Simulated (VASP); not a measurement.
Output of a VASP run:

### OUTCAR
```
 ion  position               nearest neighbor table
   1  0.500  0.500  0.500-   2 3.41   2 3.41   2 3.41   2 3.41   2 3.41   2 3.41   2 3.41   2 3.41
  LATTYP: Found a simple cubic cell.
 ALAT       =     3.9360000000
 Subroutine PRICEL returns:
 Original cell was already a primitive cell.
 Subroutine GETGRP returns: Found 48 space group operations
The static configuration has the point symmetry O_h .
The dynamic configuration has the point symmetry O_h .
 Subroutine INISYM returns: Found 48 space group operations
 Subroutine IBZKPT returns following result:
 Found     35 irreducible k-points:

 Following reciprocal coordinates:
            Coordinates               Weight
  0.000000  0.000000  0.000000      1.000000
  0.125000  0.000000  0.000000      6.000000
  0.250000  0.000000  0.000000      6.000000
  0.375000  0.000000  0.000000      6.000000
  0.500000  0.000000  0.000000      3.000000
  0.125000  0.125000  0.000000     12.000000
  0.250000  0.125000  0.000000     24.000000
  0.375000  0.125000  0.000000     24.000000
  0.500000  0.125000  0.000000     12.000000
  0.250000  0.250000  0.000000     12.000000
  0.375000  0.250000  0.000000     24.000000
  0.500000  0.250000  0.000000     12.000000
  0.375000  0.375000  0.000000     12.000000
  0.500000  0.375000  0.000000     12.000000
  0.500000  0.500000  0.000000      3.000000
  0.125000  0.125000  0.125000      8.000000
  0.250000  0.125000  0.125000     24.000000
  0.375000  0.125000  0.125000     24.000000
  0.500000  0.125000  0.125000     12.000000
  0.250000  0.250000  0.125000     24.000000
  0.375000  0.250000  0.125000     48.000000
  0.500000  0.250000  0.125000     24.000000
  0.375000  0.375000  0.125000     24.000000
  0.500000  0.375000  0.125000     24.000000
  0.500000  0.500000  0.125000      6.000000
  0.250000  0.250000  0.250000      8.000000
  0.375000  0.250000  0.250000     24.000000
  0.500000  0.250000  0.250000     12.000000
  0.375000  0.375000  0.250000     24.000000
  0.500000  0.375000  0.250000     24.000000
  0.500000  0.500000  0.250000      6.000000
  0.375000  0.375000  0.375000      8.000000
  0.500000  0.375000  0.375000     12.000000
  0.500000  0.500000  0.375000      6.000000
  0.500000  0.500000  0.500000      1.000000
   k-points           NKPTS =     35   k-points in BZ     NKDIM =     35   number of bands    NBANDS=     16
   number of dos      NEDOS =    301   number of ions     NIONS =      2
   total plane-waves  NPLWV =  21952
   dimension x,y,z NGX =    28 NGY =   28 NGZ =   28
   dimension x,y,z NGXF=    56 NGYF=   56 NGZF=   56
   ions per type =               1   1
   PREC   = accura    normal or accurate (medium, high low for compatibility)
   ISTART =      0    job   : 0-new  1-cont  2-samecut
   ICHARG =      2    charge: 1-file 2-atom 10-const
   ISPIN  =      1    spin polarized calculation?
   LNONCOLLINEAR =      F non collinear calculations
   LSORBIT =      F    spin-orbit coupling
   INIWAV =      1    electr: 0-lowe 1-rand  2-diag
   ENCUT  =  400.0 eV  29.40 Ry    5.42 a.u.   6.42  6.42  6.42*2*pi/ulx,y,z
   NELM   =    100;   NELMIN=  2; NELMDL= -5     # of ELM steps
   EDIFF  = 0.1E-05   stopping-criterion for ELM
   LREAL  =      F    real-space projection
   NLSPLINE    = F    spline interpolate recip. space projectors
   LMAXMIX     =    6 max onsite mixed and CHGCAR
   VOSKOWN=      0    Vosko Wilk Nusair interpolation
   EDIFFG = -.1E-01   stopping-criterion for IOM
   NSW    =     60    number of steps for IOM
   NBLOCK =      1;   KBLOCK =     60    inner block; outer block
   IBRION =      2    ionic relax: 0-MD 1-quasi-New 2-CG
   NFREE  =      1    steps in history (QN), initial steepest desc. (CG)
   ISIF   =      3    stress and relaxation
   ISYM   =      2    0-nonsym 1-usesym 2-fastsym
   TEIN   =    0.0    initial temperature
   TEBEG  =    0.0;   TEEND  =   0.0 temperature during run
   SMASS  =  -3.00    Nose mass-parameter (am)
...
```

OSZICAR:
```
...
DAV:   3    -0.834685259437E+02    0.99370E-02   -0.44494E-02  1648   0.193E+00    0.364E-01
DAV:   4    -0.834618339351E+02    0.66920E-02   -0.25109E-02  1472   0.116E+00    0.596E-02
DAV:   5    -0.834697210996E+02   -0.78872E-02   -0.58705E-03  1232   0.596E-01    0.433E-02
DAV:   6    -0.834701036232E+02   -0.38252E-03   -0.24892E-03  1688   0.384E-01    0.401E-02
DAV:   7    -0.834702020776E+02   -0.98454E-04   -0.12435E-04  1496   0.911E-02    0.220E-02
DAV:   8    -0.834702594676E+02   -0.57390E-04   -0.11894E-04  2144   0.877E-02    0.997E-03
DAV:   9    -0.834703255534E+02   -0.66086E-04   -0.86607E-05  1688   0.858E-02    0.555E-03
DAV:  10    -0.834704368285E+02   -0.11128E-03   -0.86218E-04  1600   0.187E-01    0.290E-02
DAV:  11    -0.834703046536E+02    0.13217E-03   -0.10722E-03  1728   0.217E-01    0.117E-02
DAV:  12    -0.834703109176E+02   -0.62640E-05   -0.57132E-05  1768   0.329E-02    0.800E-03
DAV:  13    -0.834703081685E+02    0.27491E-05   -0.34277E-06  1496   0.113E-02    0.861E-03
DAV:  14    -0.834703065575E+02    0.16110E-05   -0.18663E-07   672   0.435E-03    0.923E-03
DAV:  15    -0.834702937871E+02    0.12770E-04   -0.18807E-06  1528   0.118E-02    0.147E-02
DAV:  16    -0.834702917084E+02    0.20787E-05   -0.22927E-07   632   0.920E-03    0.163E-02
DAV:  17    -0.834702970573E+02   -0.53489E-05   -0.39700E-07  1096   0.846E-03    0.185E-02
DAV:  18    -0.834703093062E+02   -0.12249E-04   -0.32923E-07   608   0.100E-02    0.169E-02
DAV:  19    -0.834703349529E+02   -0.25647E-04   -0.96622E-06  1672   0.208E-02    0.111E-02
DAV:  20    -0.834712444366E+02   -0.90948E-03   -0.91772E-03  1560   0.605E-01    0.965E-02
DAV:  21    -0.834705555408E+02    0.68890E-03   -0.86597E-03  1872   0.679E-01    0.348E-02
DAV:  22    -0.834705858381E+02   -0.30297E-04   -0.49753E-04  1656   0.893E-02    0.401E-02
DAV:  23    -0.834705446399E+02    0.41198E-04   -0.66609E-05  1840   0.537E-02    0.248E-02
DAV:  24    -0.834705322358E+02    0.12404E-04   -0.49510E-06  1848   0.170E-02    0.202E-02
DAV:  25    -0.834704962187E+02    0.36017E-04   -0.49729E-05  1720   0.506E-02    0.629E-03
DAV:  26    -0.834704960519E+02    0.16680E-06   -0.35464E-06  1784   0.878E-03
   2 F= -.83470496E+02 E0= -.83470964E+02  d E =-.112143E-02
       N       E                     dE             d eps       ncg     rms          rms(c)
DAV:   1    -0.834785047165E+02   -0.80085E-02   -0.19835E-01  1528   0.415E+00    0.502E-01
DAV:   2    -0.834718954845E+02    0.66092E-02   -0.19864E-02  1848   0.150E+00    0.182E-01
DAV:   3    -0.834707423082E+02    0.11532E-02   -0.51303E-03  1648   0.660E-01    0.118E-01
DAV:   4    -0.834704000967E+02    0.34221E-03   -0.20369E-03  1480   0.335E-01    0.327E-02
DAV:   5    -0.834708999013E+02   -0.49980E-03   -0.99447E-04  1608   0.264E-01    0.260E-02
DAV:   6    -0.834709240178E+02   -0.24116E-04   -0.42426E-04  2008   0.167E-01    0.147E-02
DAV:   7    -0.834709354341E+02   -0.11416E-04   -0.68723E-05  1776   0.710E-02    0.832E-03
DAV:   8    -0.834709316450E+02    0.37891E-05   -0.11811E-04  1792   0.699E-02    0.569E-03
DAV:   9    -0.834709404424E+02   -0.87975E-05   -0.13955E-04  1672   0.845E-02    0.746E-03
DAV:  10    -0.834709351082E+02    0.53343E-05   -0.12054E-05  1872   0.286E-02    0.501E-03
DAV:  11    -0.834709325981E+02    0.25101E-05   -0.56062E-06  1752   0.161E-02    0.230E-03
DAV:  12    -0.834709315738E+02    0.10243E-05   -0.42819E-06  1840   0.127E-02    0.255E-04
DAV:  13    -0.834709314778E+02    0.95967E-07   -0.51960E-07   640   0.556E-03
   3 F= -.83470931E+02 E0= -.83471406E+02  d E =-.155686E-02
```

**OUTCAR**
```
------------------------ aborting loop because EDIFF is reached ----------------------------------------
  FORCE on cell =-STRESS in cart. coord.  units (eV):
  Direction    XX          YY          ZZ          XY          YZ          ZX
  --------------------------------------------------------------------------------------
  Total       -0.0022444     -0.0022444     -0.0022444     -0.0000000     -0.0000000      0.0000000
  in kB       -0.0582617     -0.0582617     -0.0582617     -0.0000000     -0.0000000      0.0000000
  external PRESSURE =      -0.0582617 kB  Pullay stress =       0.0000000 kB
  volume of cell :       61.72
      direct lattice vectors                 reciprocal lattice vectors
     3.951952067 -0.000000000  0.000000000     0.253039506 -0.000000000 -0.000000000
     0.000000000  3.951952067 -0.000000000     0.000000000  0.253039506  0.000000000
     0.000000000 -0.000000000  3.951952067    -0.000000000  0.000000000  0.253039506
 POSITION                                       TOTAL-FORCE (eV/Angst)
 -----------------------------------------------------------------------------------
      1.97598      1.97598      1.97598         0.000000     -0.000000      0.000000
      0.00000      0.00000      0.00000        -0.000000      0.000000      0.000000
 -----------------------------------------------------------------------------------
    total drift:                               -0.000001     -0.000000     -0.000000
  FREE ENERGIE OF THE ION-ELECTRON SYSTEM (eV)
  ---------------------------------------------------
  free  energy   TOTEN  =       -83.4709314778 eV

  energy  without entropy=      -83.4723554474  energy(sigma->0) =      -83.47140613

 reached required accuracy - stopping structural energy minimisation
```
(Selected blocks of OUTCAR.)

**POSCAR**
```
LaTl
1
    3.9360000000     0.0000000000     0.0000000000
    0.0000000000     3.9360000000     0.0000000000
    0.0000000000     0.0000000000     3.9360000000
Tl La
1 1
Direct
  0.5000000000   0.5000000000   0.5000000000
  0.0000000000   0.0000000000   0.0000000000
```

Problem. Reconstruct the remaining input files.

Solution. Several could match; the one computed here: the input of the run itself, r2SCAN+rVV10, plane waves, VASP's PBE PAW potentials (set 64).

### KPOINTS
```
Automatic mesh
0
Gamma
8 8 8
0 0 0
```

### INCAR
```
SYSTEM = LaTl
PREC = Accurate; ENCUT = 400; LREAL = F
LASPH = T
EDIFF = 1E-6; NELM = 100; ALGO = Normal
LMAXMIX = 6; LMIXTAU = T
ISMEAR = 1; SIGMA = 0.1
METAGGA = R2SCAN; LUSE_VDW = T; BPARAM = 11.95
CPARAM = 0.0093
IBRION = 2; NSW = 60; ISIF = 3
EDIFFG = -0.01
LWAVE = F; LCHARG = F
```

POTCAR, in this order: Tl_d La (PBE.64 set). Program: vasp_std.

The structure comes from a measured LaTl entry (Pm-3m) of the Crystallography Open Database, whose conditions weren't checked. This run relaxes it. Symmetry was kept, so distortions that lower it aren't found.
